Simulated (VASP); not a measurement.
Here is the system:

```xyz
2
Lattice="3.5710 -1.9019 -0.0470 3.5710 1.9019 -0.0470 2.5995 0.0000 3.1007" Properties=species:S:1:pos:R:3 pbc="T T T"
As     2.2431     0.0000     0.6923
As     7.4983     0.0000     2.3144
```

Level of theory: vdW-DF-cx, VASP's PBE PAW potentials (set 64) (plane waves; VASP 6.6.1). Run with 520 eV cut-off, Gaussian smearing of 0.050 eV, potentials As.

### Question
Estimate the band gap (along the path) with the smallest direct gap where there is one.

### Answer

| Quantity | Result |
|---|---|
| band gap (along the path) | none (metal, semimetal or under 0.01 eV) |

The absolute energy has meaning only against runs of the same code, potentials and settings.

The compound is As in the a7 structure. It was relaxed first.
